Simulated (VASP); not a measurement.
Crystal: Li3HSe.

```
Li H Se
1.0
     3.97440    0.00000    0.00000
     0.00000    3.97440    0.00000
     0.00000    0.00000    3.97440
Li H Se
3 1 1
Cartesian
  0.0000 1.9872 1.9872
  1.9872 0.0000 1.9872
  1.9872 1.9872 0.0000
  1.9872 1.9872 1.9872
  0.0000 0.0000 0.0000
```

The cell was built by a generator and needn't be a form met in nature.

| Quantity | Value |
| --- | --- |
| Program | VASP 6.6.1 |
| Task | relaxation of cell and atoms |
| Functional | r2SCAN |
| Potentials or basis | VASP PAW PBE potentials, release 64 (Li_sv, H, Se) |
| Cutoff | 600 eV |
| k mesh | 8 × 8 × 8 |
| Occupations | gaussian, width 0.03 eV |
| Spin | no spin polarisation |

At the start: pressure -1.4 GPa; volume 12.56 Å³/atom.

Task: Where does the relaxation end?

Result: Over 5 steps the energy falls by 2.4 meV/atom and the volume is 12.05 Å³/atom (-4.0 %); space group Pm-3m (No. 221, to 0.05 Å).

The path:
| step | energy change (eV) | largest force (eV/Å) | pressure (GPa) | volume (Å³) |
| --- | --- | --- | --- | --- |
| 1 | 0.0000 | 0.0000 | -1.35 | 62.78 |
| 2 | -0.0069 | 0.0000 | -0.90 | 61.82 |
| 3 | -0.0111 | 0.0000 | -0.43 | 60.86 |
| 4 | -0.0089 | 0.0000 | 0.94 | 58.96 |
| 5 | -0.0122 | 0.0000 | -0.06 | 60.25 |

Final structure:
```
Li H Se
1.0
     3.92022    0.00000    0.00000
     0.00000    3.92022    0.00000
     0.00000    0.00000    3.92022
Li H Se
3 1 1
Direct
  0.00000 0.50000 0.50000
  0.50000 0.00000 0.50000
  0.50000 0.50000 0.00000
  0.50000 0.50000 0.50000
  0.00000 0.00000 0.00000
```

Caveat: the cutoff is under 1.25 times the usual one of these potentials, so pressure, stress and relaxed cells hold a basis-set (Pulay) error; the PAW data sets were made with another functional, which shifts forces and pressure a little.
